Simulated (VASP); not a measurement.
Sc, 1 atom in the cell. The cell holds a sheet with vacuum, 1 atom: a = 2.525 Å, b = 3.509 Å, c = 14.000 Å, α = 90.00°, β = 90.00°, γ = 90.00°. The cell was built by a generator and needn't be a form met in nature.

| Property | Result |
| --- | --- |
| Program | VASP 6.6.1 |
| Task | single point |
| Functional | PBE |
| Potentials or basis | VASP PAW PBE potentials, release 64 (Sc_sv) |
| Cutoff | 520 eV |
| k mesh | 6 × 6 × 1 |
| Occupations | gaussian, width 0.1 eV |
| Spin | no spin polarisation |
| Dipole correction | yes |
| Further INCAR settings | ALGO = Normal; EDIFF = 1e-07; NBANDS = 12 |

Potentials or basis: VASP PAW PBE potentials, release 64 (Sc_sv).

The run is started by

```bash
$ cat potpaw_PBE.64/Sc_sv/POTCAR > POTCAR
$ mpirun -np 1 vasp_std > vasp.out
```

Hardware: 1 thread of Intel(R) Xeon(R) Platinum 8259CL CPU @ 2.50GHz (Skylake/Cascade Lake), on a shared host.

How long does it take, and how much memory?

Run time: 42 s on 1 thread of Intel(R) Xeon(R) Platinum 8259CL CPU @ 2.50GHz (Skylake/Cascade Lake), with other jobs on the host, peak memory 0.23 GiB. Counts: scf iterations 20, k points 16.
